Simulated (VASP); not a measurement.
# Al2Pt: Al into a neighbouring Al vacancy, part 4 of 4

Aim: the barrier for one hop in Al2Pt: Al into a neighbouring Al vacancy. The start is a cell from a database of measured crystal structures.

VASP 6.6.1; LDA; plane waves and PAW (Pt, Al).

So far. Step 3 (Relax the start): The run ended after 9 ionic steps, 0.165 eV below its first step, once the forces on the free atoms met EDIFFG = -0.05. Step 4 (Relax the end): The run ended after 8 ionic steps, 0.175 eV below its first step, once the forces on the free atoms met EDIFFG = -0.05.

The database entry behind the starting cell differs from later determinations by our own check (0.1 to 0.3 % short, probably kX units), so it need not match the best structure at ambient conditions.

## Step 5: Nudged elastic band

Images on a straight line between the ends relax across the path, while springs keep them spaced along it.

Contents of INCAR:

```
SYSTEM = Al15Pt8
PREC = Normal
ENCUT = 280
EDIFF = 1E-05
NELM = 120
ISMEAR = 1
SIGMA = 0.15
LREAL = Auto
ALGO = Fast
GGA = CA
NBANDS = 85
LASPH = .TRUE.
LWAVE = .FALSE.
LCHARG = .FALSE.
IMAGES = 3
SPRING = -5
IBRION = 1
POTIM = 0.3
NSW = 60
EDIFFG = -0.05
ISYM = 0
ISIF = 0
```

Contents of POSCAR:

```
Al15Pt8
1.0
    0.0000000000      5.8566490258      5.8566490258
    5.8566490258      0.0000000000      5.8566490258
    5.8566490258      5.8566490258      0.0000000000
Pt Al
8 15
Direct
    0.9987465800      0.9998766959      0.0001898475
    0.0001856344      0.9998530548      0.5007616990
    0.0000977531      0.5005000613      0.9990079032
    0.9905385549      0.5038255551      0.5030395653
    0.5004680555      0.9988678146      0.9994787680
    0.5023225552      0.9910908847      0.5033702034
    0.5026582887      0.5026304131      0.9902138945
    0.5038445801      0.5025448800      0.5024683162
    0.3734086817      0.3723117115      0.8765629874
    0.3733623090      0.8763486506      0.3730187110
    0.3722953542      0.8761147694      0.8771717319
    0.8775617774      0.3737696393      0.3722624361
    0.8765846422      0.3729188944      0.8769817408
    0.8766086543      0.8772811487      0.3734223298
    0.8748819780      0.8744347442      0.8752014569
    0.1245784183      0.1246989003      0.1250623060
    0.1293581340      0.1306375517      0.6199765839
    0.1293334726      0.6204345435      0.1297193899
    0.1308559865      0.6202439244      0.6193598800
    0.6185657705      0.1300757376      0.1305403952
    0.6205960304      0.1298090383      0.6193579281
    0.6201208950      0.6191979420      0.1292656754
    0.6250384818      0.6252561504      0.6242426418
```

Contents of KPOINTS:

```
Automatic mesh
0
Gamma
3 3 3
0 0 0
```

Contents of 00/POSCAR:

```
Al15Pt8
1.0
    0.0000000000      5.8566490258      5.8566490258
    5.8566490258      0.0000000000      5.8566490258
    5.8566490258      5.8566490258      0.0000000000
Pt Al
8 15
Direct
    0.9987465800      0.9998766959      0.0001898475
    0.0001856344      0.9998530548      0.5007616990
    0.0000977531      0.5005000613      0.9990079032
    0.9905385549      0.5038255551      0.5030395653
    0.5004680555      0.9988678146      0.9994787680
    0.5023225552      0.9910908847      0.5033702034
    0.5026582887      0.5026304131      0.9902138945
    0.5038445801      0.5025448800      0.5024683162
    0.3734086817      0.3723117115      0.8765629874
    0.3733623090      0.8763486506      0.3730187110
    0.3722953542      0.8761147694      0.8771717319
    0.8775617774      0.3737696393      0.3722624361
    0.8765846422      0.3729188944      0.8769817408
    0.8766086543      0.8772811487      0.3734223298
    0.8748819780      0.8744347442      0.8752014569
    0.1245784183      0.1246989003      0.1250623060
    0.1293581340      0.1306375517      0.6199765839
    0.1293334726      0.6204345435      0.1297193899
    0.1308559865      0.6202439244      0.6193598800
    0.6185657705      0.1300757376      0.1305403952
    0.6205960304      0.1298090383      0.6193579281
    0.6201208950      0.6191979420      0.1292656754
    0.6250384818      0.6252561504      0.6242426418
```

Contents of 01/POSCAR:

```
Al15Pt8
1.0
    0.0000000000      5.8566490258      5.8566490258
    5.8566490258      0.0000000000      5.8566490258
    5.8566490258      5.8566490258      0.0000000000
Pt Al
8 15
Direct
    0.9978797748      0.9990599546      0.0028577164
   -0.0006230265      0.9989273988      0.5001465153
   -0.0004338400      0.5002196518      0.9997398482
    0.9919149762      0.5051468407      0.5018710692
    0.5001853394      0.9987855787      0.9997843845
    0.5037904506      0.9925585912      0.5019288580
    0.5016425160      0.5019448833      0.9929130376
    0.5028409733      0.5017240985      0.5019849343
    0.3734653058      0.3728178068      0.8764171748
    0.3725448634      0.8770146018      0.3748300808
    0.3713911190      0.8768937210      0.8755875000
    0.8781028622      0.3725459697      0.3747262326
    0.8770408943      0.3720681964      0.8755855566
    0.8759773538      0.8766427897      0.3742235171
    0.8759494987      0.8756144462      0.8742149353
    0.1249175902      0.1250055482      0.1249028669
    0.1893365171      0.1904845734      0.5601110513
    0.1283205911      0.6211052870      0.1283997470
    0.1297559620      0.6208634092      0.6214867389
    0.6193512870      0.1292206593      0.1289302605
    0.6210707214      0.1288316138      0.6214608832
    0.6210021594      0.6203871188      0.1285022529
    0.6243065748      0.6248274292      0.6250920526
```

Contents of 02/POSCAR:

```
Al15Pt8
1.0
    0.0000000000      5.8566490258      5.8566490258
    5.8566490258      0.0000000000      5.8566490258
    5.8566490258      5.8566490258      0.0000000000
Pt Al
8 15
Direct
    0.9970129695      0.9982432133      0.0055255852
   -0.0014316874      0.9980017427      0.4995313316
   -0.0009654332      0.4999392422      1.0004717931
    0.9932913974      0.5064681262      0.5007025731
    0.4999026232      0.9987033428      1.0000900010
    0.5052583460      0.9940262976      0.5004875126
    0.5006267434      0.5012593536      0.9956121806
    0.5018373665      0.5009033170      0.5015015523
    0.3735219298      0.3733239022      0.8762713622
    0.3717274178      0.8776805530      0.3766414506
    0.3704868838      0.8776726726      0.8740032681
    0.8786439470      0.3713223000      0.3771900290
    0.8774971464      0.3712174983      0.8741893724
    0.8753460532      0.8760044307      0.3750247044
    0.8770170194      0.8767941483      0.8732284136
    0.1252567621      0.1253121962      0.1247434278
    0.2493149002      0.2503315951      0.5002455188
    0.1273077095      0.6217760306      0.1270801042
    0.1286559375      0.6214828939      0.6236135978
    0.6201368036      0.1283655810      0.1273201258
    0.6215454124      0.1278541892      0.6235638383
    0.6218834237      0.6215762957      0.1277388304
    0.6235746678      0.6243987080      0.6259414633
```

Contents of 03/POSCAR:

```
Al15Pt8
1.0
    0.0000000000      5.8566490258      5.8566490258
    5.8566490258      0.0000000000      5.8566490258
    5.8566490258      5.8566490258      0.0000000000
Pt Al
8 15
Direct
    0.9961461642      0.9974264720      0.0081934541
   -0.0022403482      0.9970760866      0.4989161480
   -0.0014970263      0.4996588327      1.0012037380
    0.9946678186      0.5077894118      0.4995340770
    0.4996199071      0.9986211069      1.0003956176
    0.5067262415      0.9954940040      0.4990461672
    0.4996109707      0.5005738238      0.9983113236
    0.5008337597      0.5000825355      0.5010181704
    0.3735785538      0.3738299975      0.8761255495
    0.3709099722      0.8783465041      0.3784528205
    0.3695826486      0.8784516242      0.8724190362
    0.8791850317      0.3700986304      0.3796538255
    0.8779533984      0.3703668003      0.8727931881
    0.8747147526      0.8753660718      0.3758258916
    0.8780845402      0.8779738504      0.8722418920
    0.1255959340      0.1256188441      0.1245839886
    0.3092932834      0.3101786168      0.4403799862
    0.1262948280      0.6224467741      0.1257604613
    0.1275559131      0.6221023786      0.6257404567
    0.6209223201      0.1275105027      0.1257099911
    0.6220201034      0.1268767646      0.6256667934
    0.6227646880      0.6227654726      0.1269754078
    0.6228427609      0.6239699868      0.6267908740
```

Contents of 04/POSCAR:

```
Al15Pt8
1.0
    0.0000000000      5.8566490258      5.8566490258
    5.8566490258      0.0000000000      5.8566490258
    5.8566490258      5.8566490258      0.0000000000
Pt Al
8 15
Direct
    0.9952793590      0.9966097307      0.0108613230
   -0.0030490091      0.9961504306      0.4983009643
   -0.0020286194      0.4993784232      1.0019356830
    0.9960442399      0.5091106974      0.4983655809
    0.4993371910      0.9985388710      1.0007012341
    0.5081941369      0.9969617105      0.4976048218
    0.4985951980      0.4998882940      1.0010104667
    0.4998301529      0.4992617540      0.5005347885
    0.3736351779      0.3743360929      0.8759797369
    0.3700925266      0.8790124553      0.3802641903
    0.3686784134      0.8792305758      0.8708348043
    0.8797261165      0.3688749608      0.3821176220
    0.8784096505      0.3695161023      0.8713970039
    0.8740834521      0.8747277128      0.3766270789
    0.8791520609      0.8791535524      0.8712553704
    0.1259351059      0.1259254920      0.1244245495
    0.3692716665      0.3700256385      0.3805144536
    0.1252819465      0.6231175176      0.1244408184
    0.1264558886      0.6227218634      0.6278673156
    0.6217078367      0.1266554244      0.1240998564
    0.6224947944      0.1258993401      0.6277697485
    0.6236459524      0.6239546494      0.1262119853
    0.6221108539      0.6235412656      0.6276402848
```

Potentials, in the order of the species: Pt and Al (LDA family, release 64).

Started as:

```console
> mpirun -np 3 vasp_std
```

Output:

```text
[banner, memory and clock lines left out]
running    3 mpi-ranks, on    1 nodes
 each image running on    1 cores
 distrk:  each k-point on    1 cores,    1 groups
 distr:  one band on    1 cores,    1 groups

 POSCAR found type information on POSCAR PtAl
 01/POSCAR found :  2 types and      23 ions
 LDA part: xc-table for (Slater(with rela. corr.)+CA(PZ))
 , standard interpolation
 POSCAR found type information on POSCAR PtAl
 00/POSCAR found :  2 types and      23 ions
 POSCAR found type information on POSCAR PtAl
 04/POSCAR found :  2 types and      23 ions
 POSCAR, INCAR and KPOINTS ok, starting setup
 FFT: planning ... GRIDC
 FFT: planning ... GRID_SOFT
 FFT: planning ... GRID
 WAVECAR not read
 entering main loop
       N       E                     dE             d eps       ncg     rms          rms(c)
DAV:   1     0.308087989998E+03    0.30809E+03   -0.35981E+04  2396   0.765E+02
DAV:   2    -0.125689180765E+03   -0.43378E+03   -0.40203E+03  2823   0.175E+02
DAV:   3    -0.145811570618E+03   -0.20122E+02   -0.19720E+02  2824   0.355E+01
DAV:   4    -0.146078949909E+03   -0.26738E+00   -0.26666E+00  2760   0.467E+00
DAV:   5    -0.146083820737E+03   -0.48708E-02   -0.48685E-02  2763   0.626E-01    0.236E+01
RMM:   6    -0.142058109645E+03    0.40257E+01   -0.18314E+01  2380   0.123E+01    0.647E+00
RMM:   7    -0.141387197043E+03    0.67091E+00   -0.12575E+00  2380   0.298E+00    0.399E+00
RMM:   8    -0.141152423081E+03    0.23477E+00   -0.38457E-01  2380   0.169E+00    0.737E-01
RMM:   9    -0.141150983993E+03    0.14391E-02   -0.73180E-02  2406   0.724E-01    0.528E-01
RMM:  10    -0.141151125960E+03   -0.14197E-03   -0.12544E-02  2418   0.301E-01    0.353E-01
RMM:  11    -0.141151220465E+03   -0.94504E-04   -0.33664E-03  2395   0.164E-01    0.732E-02
RMM:  12    -0.141151178214E+03    0.42251E-04   -0.93715E-04  2394   0.884E-02    0.527E-02
RMM:  13    -0.141151185512E+03   -0.72981E-05   -0.18505E-04  2400   0.352E-02    0.200E-02
RMM:  14    -0.141151188504E+03   -0.29919E-05   -0.38342E-05  1849   0.161E-02
   1 F= -.14115119E+03 E0= -.14114544E+03  d E =-.141151E+03
 BRION: g(F)=  0.148E+01 g(S)=  0.000E+00
 bond charge predicted
       N       E                     dE             d eps       ncg     rms          rms(c)
DAV:   1    -0.141323556917E+03   -0.17237E+00   -0.43337E+01  2430   0.159E+01    0.571E-01
RMM:   2    -0.141350615754E+03   -0.27059E-01   -0.43346E-01  2380   0.223E+00    0.373E-01
RMM:   3    -0.141353195562E+03   -0.25798E-02   -0.64931E-02  2390   0.865E-01    0.303E-01
RMM:   4    -0.141350664796E+03    0.25308E-02   -0.10328E-02  2383   0.338E-01    0.144E-01
RMM:   5    -0.141350380648E+03    0.28415E-03   -0.40546E-03  2386   0.204E-01    0.497E-02
RMM:   6    -0.141350296667E+03    0.83981E-04   -0.84458E-04  2389   0.814E-02    0.322E-02
RMM:   7    -0.141350332358E+03   -0.35691E-04   -0.31377E-04  2390   0.467E-02    0.281E-02
RMM:   8    -0.141350309062E+03    0.23296E-04   -0.83164E-05  2268   0.249E-02    0.613E-03
RMM:   9    -0.141350310086E+03   -0.10243E-05   -0.19113E-05  1533   0.129E-02
   2 F= -.14135031E+03 E0= -.14134430E+03  d E =-.199122E+00
[... from here on, the cycles between the ionic steps are left out ...]
   3 F= -.14142321E+03 E0= -.14141703E+03  d E =-.728958E-01
   4 F= -.14147970E+03 E0= -.14147359E+03  d E =-.564957E-01
   5 F= -.14152733E+03 E0= -.14152155E+03  d E =-.476275E-01
   6 F= -.14155880E+03 E0= -.14155336E+03  d E =-.314746E-01
   7 F= -.14158857E+03 E0= -.14158344E+03  d E =-.297664E-01
   8 F= -.14161027E+03 E0= -.14160526E+03  d E =-.216994E-01
   9 F= -.14163184E+03 E0= -.14162682E+03  d E =-.215710E-01
  10 F= -.14164753E+03 E0= -.14164240E+03  d E =-.156870E-01
  11 F= -.14165982E+03 E0= -.14165456E+03  d E =-.122938E-01
  12 F= -.14166796E+03 E0= -.14166261E+03  d E =-.813705E-02
  13 F= -.14167764E+03 E0= -.14167220E+03  d E =-.968097E-02
  14 F= -.14168204E+03 E0= -.14167659E+03  d E =-.440030E-02
  15 F= -.14169015E+03 E0= -.14168469E+03  d E =-.810719E-02
  16 F= -.14169420E+03 E0= -.14168875E+03  d E =-.405594E-02
  17 F= -.14169930E+03 E0= -.14169385E+03  d E =-.509247E-02
  18 F= -.14170200E+03 E0= -.14169655E+03  d E =-.269984E-02
  19 F= -.14170476E+03 E0= -.14169932E+03  d E =-.276511E-02
  20 F= -.14170724E+03 E0= -.14170178E+03  d E =-.247662E-02
  21 F= -.14171155E+03 E0= -.14170607E+03  d E =-.431011E-02
  22 F= -.14171269E+03 E0= -.14170720E+03  d E =-.114211E-02
  23 F= -.14171518E+03 E0= -.14170968E+03  d E =-.249332E-02
 BRION: g(F)=  0.159E-02 g(S)=  0.000E+00 retain N=  2 mean eig= 3.33
 eig:   0.653  5.999
 bond charge predicted
       N       E                     dE             d eps       ncg     rms          rms(c)
DAV:   1    -0.141717293743E+03   -0.21059E-02   -0.48766E-01  2388   0.177E+00    0.486E-02
RMM:   2    -0.141717717014E+03   -0.42327E-03   -0.44422E-03  2380   0.251E-01    0.410E-02
RMM:   3    -0.141717763673E+03   -0.46659E-04   -0.77199E-04  2389   0.101E-01    0.359E-02
RMM:   4    -0.141717732082E+03    0.31591E-04   -0.12195E-04  2357   0.379E-02    0.219E-02
RMM:   5    -0.141717723331E+03    0.87507E-05   -0.10303E-04  2356   0.309E-02    0.906E-03
RMM:   6    -0.141717720654E+03    0.26771E-05   -0.10215E-05  1408   0.110E-02
  24 F= -.14171772E+03 E0= -.14171220E+03  d E =-.253835E-02
 BRION: g(F)=  0.157E-02 g(S)=  0.000E+00 retain N=  3 mean eig= 3.77
 eig:   0.653  5.330  5.330
 reached required accuracy - stopping structural energy minimisation
```

Run time: 9.9 min. Hardware: 3 MPI ranks of Intel Xeon 6975P-C (Granite Rapids), shared host; peak memory 0.73 GiB; 30 min of CPU time.

Parts of OUTCAR (step 5):

```text
   NELECT =     125.0000    total number of electrons

  tangential force (eV/A)        -0.841019
  left and right image   0.922064  0.923104 A

  tangential force (eV/A)        -0.838362
  left and right image   0.927514  0.928618 A

 E-fermi :   7.4972

 k-point     1 :       0.0000    0.0000    0.0000
  band No.  band energies     occupation
    ...
     57       6.0391      2.00000
     58       6.1099      2.00000
     59       6.4560      2.00000
     60       6.5400      2.00000
     61       6.5806      2.00000
     62       8.6353     -0.00000
     63       8.6458     -0.00000
     64       8.6674     -0.00000
     65       8.8455     -0.00000
     66       8.8799     -0.00000
    ...

 POSITION                                       TOTAL-FORCE (eV/Angst)
 -----------------------------------------------------------------------------------
      5.81721      5.81730     11.94853         0.008377      0.004782     -0.032098
      8.82867      8.82572     11.94538        -0.002922     -0.005120     -0.027291
      8.84114     11.66283      8.86427        -0.030400      0.030804      0.042966
      6.01675      8.62766      8.87091        -0.090352      0.091756      0.016037
     11.66700      8.83732      8.86646         0.027136     -0.029011      0.043601
      8.62847      6.01604      8.87268         0.096053     -0.096177      0.015267
      8.77183      8.77004      5.85555        -0.026833     -0.028007      0.122079
      5.87872      5.87350      5.85350         0.021836      0.031655      0.125037
      7.32610      7.32161      4.37179        -0.002012      0.001348      0.079000
      7.29067      4.42983      7.41394         0.012314     -0.034386      0.030057
     10.21532      7.35685      7.41635         0.032317     -0.014771      0.027227
      4.43316      7.28699      7.41172        -0.034927      0.013941      0.036100
      7.35791     10.21394      7.41441        -0.013753      0.033334      0.031281
      7.32196      7.32171     10.56729         0.003147      0.000893     -0.092012
     10.25281     10.24982     10.42605        -0.000450      0.001499     -0.026254
      1.46780      1.46484      1.62768         0.000933      0.000410     -0.019731
      4.39291      4.39247      2.12434         0.005862      0.002565     -0.755984
      4.43843      1.45202      4.48155        -0.021059      0.045904      0.036472
      7.33860      4.34926      4.47934        -0.049201      0.022611      0.040529
      1.45264      4.43764      4.48352         0.051814     -0.023652      0.031692
      4.35315      7.33437      4.48088         0.018618     -0.048044      0.039089
      4.39781      4.39346      7.27432        -0.003650     -0.000466      0.062097
      7.32421      7.32208      7.22322        -0.002847     -0.001869      0.174837
 -----------------------------------------------------------------------------------
    total drift:                                0.009530      0.002794     -0.031909

  FREE ENERGIE OF THE ION-ELECTRON SYSTEM (eV)
  ---------------------------------------------------
  free  energy   TOTEN  =      -141.7177206538 eV

  energy  without entropy=     -141.7011713082  energy(sigma->0) =     -141.71220421

  tangential force (eV/A)        -0.838022
  left and right image   0.933688  0.934706 A

[... 6 parts as in an earlier step ...]

[... 8 further parts left out ...]
```

Images along the path:

| image | path (A) | energy (eV) | Al17: x, y, z (Å) |
| --- | --- | --- | --- |
| 0 | 0.000 | 0.0000 | 4.396, 4.389, 1.523 |
| 1 | 0.934 | 0.3315 | 4.393, 4.392, 2.124 |
| 2 | 1.868 | 0.9461 | 4.387, 4.385, 2.926 |
| 3 | 2.803 | 0.3274 | 4.389, 4.390, 3.726 |
| 4 | 3.736 | -0.0002 | 4.396, 4.391, 4.330 |

This step gave:

| Property | Result |
| --- | --- |
| electronic cycles | 158 |
| path length | 3.736 Å |
| barrier | 0.9461 eV |
| barrier in the reverse direction | 0.9463 eV |
| barrier from a spline through the images | 0.9460 eV |
| reaction energy | -1.90e-4 eV |

What the program prints for this run, and its count of cycles, belong to image 1; the force that counts for the threshold is the band's, across the path.

## Step 6: What came out

```json
{
  "hop": "Al into a neighbouring Al vacancy",
  "barrier": "0.946 eV",
  "barrier in the reverse direction": "0.946 eV",
  "barrier from a spline through the images": "0.946 eV",
  "reaction energy": "-1.9e-4 eV",
  "path length": "3.74 Å"
}
```

What this shows: The barrier is 0.95 eV forwards and 0.95 eV backwards. With an attempt frequency of 10¹³ per second, taken as a typical value, this barrier gives about 10^-3 hops a second at 300 K. Both ends are alike and an image sits at the midpoint, which is the saddle if the path is symmetric. The band met its force threshold after 24 steps. Cell and mesh are small and were not tested. The band started on a straight line, so other routes may lie lower.

[Lines on the potential files, build, host, timing and source positions are cut from VASP's logs without a mark.]

[Logs are printed without paths, hosts, clocks, repeated set-up lines and the standing remarks that a program may print on its own settings, such as how far it seeks lower states.]

[Hosts, paths, dates, database ids (printed as entryN), source tags and the programs' standing remarks are cut or masked in the printed files.]

[Runs that stopped without an error message from VASP are left out.]
